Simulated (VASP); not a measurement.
Given:

```yaml
crystal:
  lattice:
    - [1.59221, -2.75779, 0.00000]
    - [1.59221, 2.75779, 0.00000]
    - [0.00000, 0.00000, 5.03098]
  atoms:
    - { symbol: Hf, position: [0.33333, 0.66667, 0.25000] }
    - { symbol: Hf, position: [0.66667, 0.33333, 0.75000] }
```

Method: r2SCAN+rVV10, VASP's PBE PAW potentials (set 64) (plane waves; VASP). Run with 520 eV cut-off, 15×15×8 Γ-centred mesh, tetrahedra with Blöchl corrections, potentials Hf_pv.

Question: Give the energies of bands 7 to 13 at the high-symmetry points, in eV from the Fermi level.

Answer: 
```json
[
 {"band": "7", "Γ": "-7.82", "M": "-3.54", "K": "-2.26", "A": "-5.73", "L": "-3.58", "H": "-1.79"},
 {"band": "8", "Γ": "-3.90", "M": "-2.91", "K": "-1.98", "A": "-5.73", "L": "-3.58", "H": "-1.79"},
 {"band": "9", "Γ": "0.44", "M": "-2.38", "K": "-1.98", "A": "0.14", "L": "-1.05", "H": "-1.62"},
 {"band": "10", "Γ": "1.32", "M": "-1.02", "K": "-1.61", "A": "0.14", "L": "-1.05", "H": "-1.62"},
 {"band": "11", "Γ": "1.32", "M": "0.93", "K": "0.43", "A": "1.22", "L": "1.10", "H": "-0.34"},
 {"band": "12", "Γ": "1.65", "M": "0.95", "K": "0.43", "A": "1.22", "L": "1.10", "H": "-0.34"},
 {"band": "13", "Γ": "2.22", "M": "1.84", "K": "2.26", "A": "1.22", "L": "2.90", "H": "2.79"}
]
```

It has no gap at this level: it comes out as a metal or semimetal.

The compound is Hf in the hcp structure. It was relaxed first.
